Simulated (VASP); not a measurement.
Output of a VASP run:

OSZICAR:
```
...
DAV:  13    -0.115902071209E+02    0.95820E-06   -0.12294E-05 10698   0.152E-01    0.997E-03
DAV:  14    -0.115902066132E+02    0.50773E-06   -0.23358E-06  5142   0.650E-02
   1 F= -.11590207E+02 E0= -.11590495E+02  d E =-.115902E+02
       N       E                     dE             d eps       ncg     rms          rms(c)
DAV:   1    -0.122714347932E+02   -0.68123E+00   -0.11354E+01  8940   0.745E+01    0.693E+00
DAV:   2    -0.118907807461E+02    0.38065E+00   -0.52633E+00  8360   0.841E+01    0.359E+00
DAV:   3    -0.116253456345E+02    0.26544E+00   -0.19567E+00 10440   0.693E+01    0.220E+00
DAV:   4    -0.115904778617E+02    0.34868E-01   -0.13245E-01 11572   0.127E+01    0.819E-01
DAV:   5    -0.115849105349E+02    0.55673E-02   -0.20717E-02 12496   0.324E+00    0.186E-01
DAV:   6    -0.115845765659E+02    0.33397E-03   -0.19207E-03 10680   0.565E-01    0.418E-02
DAV:   7    -0.115845833468E+02   -0.67809E-05   -0.75177E-05 11938   0.249E-01    0.142E-02
DAV:   8    -0.115845801296E+02    0.32172E-05   -0.76602E-06 11442   0.909E-02    0.390E-03
DAV:   9    -0.115845798774E+02    0.25222E-06   -0.53208E-07  4934   0.211E-02
   2 F= -.11584580E+02 E0= -.11584874E+02  d E =0.562674E-02
       N       E                     dE             d eps       ncg     rms          rms(c)
DAV:   1    -0.118126263217E+02   -0.22805E+00   -0.37541E+00  8592   0.448E+01    0.356E+00
DAV:   2    -0.116585407857E+02    0.15409E+00   -0.12448E+00  8814   0.423E+01    0.159E+00
DAV:   3    -0.116186162191E+02    0.39925E-01   -0.59193E-01  9936   0.313E+01    0.140E+00
DAV:   4    -0.116009707702E+02    0.17645E-01   -0.43728E-02 10320   0.955E+00    0.622E-01
DAV:   5    -0.115980061221E+02    0.29646E-02   -0.13077E-02 11890   0.442E+00    0.108E-01
DAV:   6    -0.115978309778E+02    0.17514E-03   -0.20843E-03 12404   0.139E+00    0.241E-02
DAV:   7    -0.115978361986E+02   -0.52209E-05   -0.45482E-05  9366   0.708E-02    0.881E-03
DAV:   8    -0.115978353952E+02    0.80346E-06   -0.36649E-06  7296   0.416E-02
   3 F= -.11597835E+02 E0= -.11598124E+02  d E =-.762878E-02
       N       E                     dE             d eps       ncg     rms          rms(c)
DAV:   1    -0.116156447522E+02   -0.17809E-01   -0.61230E-01 10470   0.969E+00    0.872E-01
DAV:   2    -0.116069464570E+02    0.86983E-02   -0.57604E-02 10662   0.106E+01    0.588E-01
DAV:   3    -0.116019491753E+02    0.49973E-02   -0.30904E-02  9848   0.762E+00    0.355E-01
DAV:   4    -0.115995014330E+02    0.24477E-02   -0.64531E-03 12360   0.247E+00    0.534E-02
DAV:   5    -0.115995068714E+02   -0.54384E-05   -0.33190E-04 11438   0.251E-01    0.199E-02
DAV:   6    -0.115995030323E+02    0.38391E-05   -0.31403E-05 12248   0.120E-01    0.145E-02
DAV:   7    -0.115995025053E+02    0.52694E-06   -0.22391E-06  6534   0.210E-02
   4 F= -.11599503E+02 E0= -.11599804E+02  d E =-.166711E-02
       N       E                     dE             d eps       ncg     rms          rms(c)
DAV:   1    -0.115997352734E+02   -0.23224E-03   -0.76872E-03 10674   0.109E+00    0.977E-02
DAV:   2    -0.115996292593E+02    0.10601E-03   -0.76461E-04 10646   0.118E+00    0.669E-02
DAV:   3    -0.115995625028E+02    0.66756E-04   -0.38201E-04  9838   0.865E-01    0.392E-02
DAV:   4    -0.115995317306E+02    0.30772E-04   -0.82066E-05 12326   0.263E-01    0.580E-03
DAV:   5    -0.115995317654E+02   -0.34811E-07   -0.32791E-06  7492   0.268E-02
   5 F= -.11599532E+02 E0= -.11599833E+02  d E =-.169637E-02
```

OUTCAR:
```
------------------------ aborting loop because EDIFF is reached ----------------------------------------
  FORCE on cell =-STRESS in cart. coord.  units (eV):
  Direction    XX          YY          ZZ          XY          YZ          ZX
  --------------------------------------------------------------------------------------
  Total        0.0081249      0.0081249      0.0132040     -0.0000000     -0.0000000      0.0000000
  in kB        0.4864292      0.4864293      0.7905077     -0.0000000     -0.0000000      0.0000000
  external PRESSURE =       0.5877887 kB  Pullay stress =       0.0000000 kB
  volume of cell :       26.76
      direct lattice vectors                 reciprocal lattice vectors
     1.350068170  0.779462358  4.238449370     0.370351669  0.213822598  0.078645114
    -1.350068170  0.779462358  4.238449370    -0.370351669  0.213822598  0.078645114
     0.000000000 -1.558924716  4.238449370     0.000000000 -0.427645197  0.078645114
 POSITION                                       TOTAL-FORCE (eV/Angst)
 -----------------------------------------------------------------------------------
      0.00000      0.00000      0.00000        -0.000000      0.000000      0.000000
      0.00000      0.00000      6.35767         0.000000     -0.000000     -0.000000
 -----------------------------------------------------------------------------------
    total drift:                               -0.000000      0.000000      0.000000
  FREE ENERGIE OF THE ION-ELECTRON SYSTEM (eV)
  ---------------------------------------------------
  free  energy   TOTEN  =       -11.5995317654 eV

  energy  without entropy=      -11.6004352677  energy(sigma->0) =      -11.59983293

 reached required accuracy - stopping structural energy minimisation
```
(Selected blocks of OUTCAR.)

File POSCAR:
```
CuPt
1
    1.3500000000     0.7794230000     4.3133330000
   -1.3500000000     0.7794230000     4.3133330000
    0.0000000000    -1.5588460000     4.3133330000
Cu Pt
1 1
Direct
  0.0000000000   0.0000000000   0.0000000000
  0.5000000000   0.5000000000   0.5000000000
```

Reconstruct the remaining input files.

Several could match; the one computed here: the input of the run itself, PBEsol GGA, plane waves, VASP's PBE PAW potentials (set 64).

### KPOINTS
```
Automatic mesh
0
Gamma
14 14 14
0 0 0
```

**INCAR**
```
# general
SYSTEM  = CuPt
PREC    = Accurate
ENCUT   = 400
LREAL   = F   # projection in real space or not
LASPH   = T   # aspherical one-centre terms

# electronic loop
EDIFF   = 1E-6   # SCF stop (eV)
NELM    = 100
ALGO    = Normal
LMAXMIX = 6   # l cut-off of mixed one-centre charges

# smearing
ISMEAR  = 1   # Methfessel-Paxton
SIGMA   = 0.1   # width (eV)

# functional
GGA     = PS

# ions
IBRION  = 2   # conjugate gradients
NSW     = 60
ISIF    = 3
EDIFFG  = -0.01   # ionic stop

# output
LWAVE   = F
LCHARG  = F
```

POTCAR, in this order: Cu Pt (PBE.64 set). Program: vasp_std.

The structure was generated: CuPt was put into the CuPt type (R-3m), which need not be its known phase. This run relaxes it. Symmetry was kept, so distortions that lower it aren't found. The electron count is odd and the run is not spin-polarised, which forces a metal.
